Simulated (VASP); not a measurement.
An input for Ansatz (written as the equivalent of a VASP run, and not itself run):

Ansatz 0.2 input:
```yaml
crystal:
  lattice:
    - [3.8978673, 0.0000000, 0.0000000]
    - [0.0000000, 3.8978673, 0.0000000]
    - [0.0000000, 0.0000000, 3.8978673]
  atoms:
    - { symbol: Ti, position: [0.0000000, 0.0000000, 0.0000000] }
    - { symbol: Pt, position: [0.0000000, 0.5000000, 0.5000000] }
    - { symbol: Pt, position: [0.5000000, 0.0000000, 0.5000000] }
    - { symbol: Pt, position: [0.5000000, 0.5000000, 0.0000000] }
kpoints:
  mp_grid: { grid: [7, 7, 7] }
hamiltonian:
  xc: pbesol
  pseudopotentials: { kind: paw }
scf:
  occupations: { method: methfessel_paxton, width: 0.1 }
  max_iter: 100
relax:
  max_steps: 30
  f_tol: 0.001
output: { forces: true, stress: true, eigenvalues: true }
```

Problem. Translate this input to VASP (INCAR, KPOINTS, POSCAR, choice of POTCAR).

Solution. This is not unique; one that fits is 
File POSCAR:
```
Pt3Ti
1
    3.8978672699     0.0000000000     0.0000000000
    0.0000000000     3.8978672699     0.0000000000
    0.0000000000     0.0000000000     3.8978672699
Ti Pt
1 3
Direct
  0.0000000000   0.0000000000   0.0000000000
  0.0000000000   0.5000000000   0.5000000000
  0.5000000000   0.0000000000   0.5000000000
  0.5000000000   0.5000000000   0.0000000000
```

### INCAR
```
ALGO = Normal
EDIFF = 1E-8
EDIFFG = -0.001
ENCUT = 400
GGA = PS
IBRION = 1
ISIF = 2
ISMEAR = 1
LASPH = .True.
LCHARG = .False.
LMAXMIX = 6
LREAL = .False.
LWAVE = .False.
NELM = 100
NSW = 30
PREC = Accurate
SIGMA = 0.1
SYSTEM = Pt3Ti
```

File KPOINTS:
```
Automatic mesh
0
Gamma
7 7 7
0 0 0
```

POTCAR, in this order: Ti_sv Pt (PBE.64 set). Program: vasp_std.

Limits of the translation: each code has its own PAW files, so the cut-off isn't converted (ENCUT is set for VASP's; basis.ecutwfc is left out, and Ansatz then takes the one that its files recommend); Ansatz stops its SCF on the density residual and VASP on the energy change (EDIFF).

The compound is Pt3Ti in the L1_2 structure. It was relaxed first. The start is the result of an earlier pass.
